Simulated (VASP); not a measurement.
Energy against volume of Na2S (antifluorite). Calculation: LDA (Ceperley-Alder, Perdew-Zunger), VASP's LDA PAW potentials (set 64) (plane waves; VASP).

| V (Å³/atom) | E (eV/atom) |
|---|---|
| 20.337 | -3.62721 |
| 20.986 | -3.63482 |
| 21.635 | -3.63755 |
| 22.284 | -3.63610 |
| 22.933 | -3.63110 |

Task: Fit a third-order Birch-Murnaghan equation of state.

Result: 
| Item | Result |
|---|---|
| volume per atom | 21.72 Å³/atom |
| bulk modulus | 33.7 GPa |
| pressure derivative of the bulk modulus | 4.32 |
| lattice constant a | 6.388 Å |

Measured: a 6.537 Å (computed value off by -2.3 %), as given by Some thermoelectric phenomena in copper chalcogenides replaced by lithium and sodium alkaline metals, Nanomaterials …. The calculation is for a static lattice, while the measured a holds thermal and zero-point effects, which are part of the difference.

The compound is Na2S in the antifluorite structure. It was relaxed first, which changed the volume by -7 %.
